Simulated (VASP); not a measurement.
Input for VASP

File POSCAR:
```
CoGa
1
    2.7830278665     0.0000000000     0.0000000000
    0.0000000000     2.7830278665     0.0000000000
    0.0000000000     0.0000000000     2.7830278665
Ga Co
1 1
Direct
  0.5000000000   0.5000000000   0.5000000000
  0.0000000000   0.0000000000   0.0000000000
```

**INCAR**
```
! general
SYSTEM  = CoGa
PREC    = Accurate
ENCUT   = 520
LREAL   = .FALSE.
LASPH   = .TRUE.

! electronic loop
EDIFF   = 1E-7
NELM    = 100
ALGO    = Normal
LMAXMIX = 4

! smearing
ISMEAR  = 1
SIGMA   = 0.1

! functional
GGA     = PS

! ions
ISIF    = 2

! output
LWAVE   = .FALSE.
LCHARG  = .FALSE.
```

KPOINTS:
```
Automatic mesh
0
Gamma
13 13 13
0 0 0
```

POTCAR, in this order: Ga_d Co (PBE.64 set). Program: vasp_std.

### Question
Write an equivalent input for Ansatz.

### Answer
One equivalent input (not run):
Ansatz 0.2 input:
```yaml
crystal:
  lattice:
    - [2.7830279, 0.0000000, 0.0000000]
    - [0.0000000, 2.7830279, 0.0000000]
    - [0.0000000, 0.0000000, 2.7830279]
  atoms:
    - { symbol: Ga, position: [0.5000000, 0.5000000, 0.5000000] }
    - { symbol: Co, position: [0.0000000, 0.0000000, 0.0000000] }
kpoints:
  mp_grid: { grid: [13, 13, 13] }
hamiltonian:
  xc: pbesol
  pseudopotentials: { kind: paw }
scf:
  occupations: { method: methfessel_paxton, width: 0.1 }
  max_iter: 100
output: { forces: true, stress: true, eigenvalues: true }
```
Limits of the translation: each code has its own PAW files, so the cut-off isn't converted (ENCUT is set for VASP's; basis.ecutwfc is left out, and Ansatz then takes the one that its files recommend); Ansatz stops its SCF on the density residual and VASP on the energy change (EDIFF).

The compound is CoGa in the CsCl type structure. This cell is one point of a volume scan, at 0.94 of the reference volume.
